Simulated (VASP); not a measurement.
Input:

```
CELL_PARAMETERS angstrom
      0.00000     2.02242     2.02242
      2.02242     0.00000     2.02242
      2.02242     2.02242     0.00000
ATOMIC_POSITIONS crystal
  Al 0.50000 0.50000 0.50000
  N  0.00000 0.00000 0.00000
```

These are PBEsol GGA, VASP's PBE PAW potentials (set 64) (plane waves; VASP) values and carry that method's errors. Run with 520 eV cut-off, 14×14×14 Γ-centred mesh, Gaussian smearing of 0.010 eV, potentials Al N.

**Question.** Predict the energy per atom (σ→0), band gap (on the k-mesh) with the smallest direct gap where there is one.

**Answer.** 
The band gap (on the k-mesh) is 4.54 eV, the smallest direct gap (on the k-mesh) is 5.65 eV and the energy per atom (σ→0) is -7.724 eV/atom.

The structure comes from a computed database's AlN entry (Fm-3m); how it stands against other phases isn't given here. It was relaxed first.
